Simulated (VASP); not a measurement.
Input:

```yaml
crystal:
  lattice:
    - [0.00000, 3.24556, 3.24556]
    - [3.24556, 0.00000, 3.24556]
    - [3.24556, 3.24556, 0.00000]
  atoms:
    - { symbol: Mg, position: [0.25000, 0.25000, 0.25000] }
    - { symbol: Mg, position: [0.75000, 0.75000, 0.75000] }
    - { symbol: Ge, position: [0.00000, 0.00000, 0.00000] }
```

The numbers are results of AM05 GGA, VASP's PBE PAW potentials (set 64) (plane waves; VASP 6.6.1), not measurements. Numerical set-up: 520 eV cut-off, 6×6×6 Γ-centred mesh, Gaussian smearing of 0.050 eV, potentials Mg Ge_d.

### Question
The job: Mg$_{2}$Ge (antifluorite), 3 atoms, AM05, static run, 520 eV, 6×6×6 Γ-centred mesh. Roughly how much core time does it take on a busy server core?

### Answer
About 30 core-seconds (one run on a shared machine, a rough figure). It had 16 irreducible k-points, 13 bands, up to 1868 plane waves and 13 electronic steps.

The compound is Mg2Ge in the antifluorite structure. This cell is one point of a volume scan, at 1.06 of the reference volume.
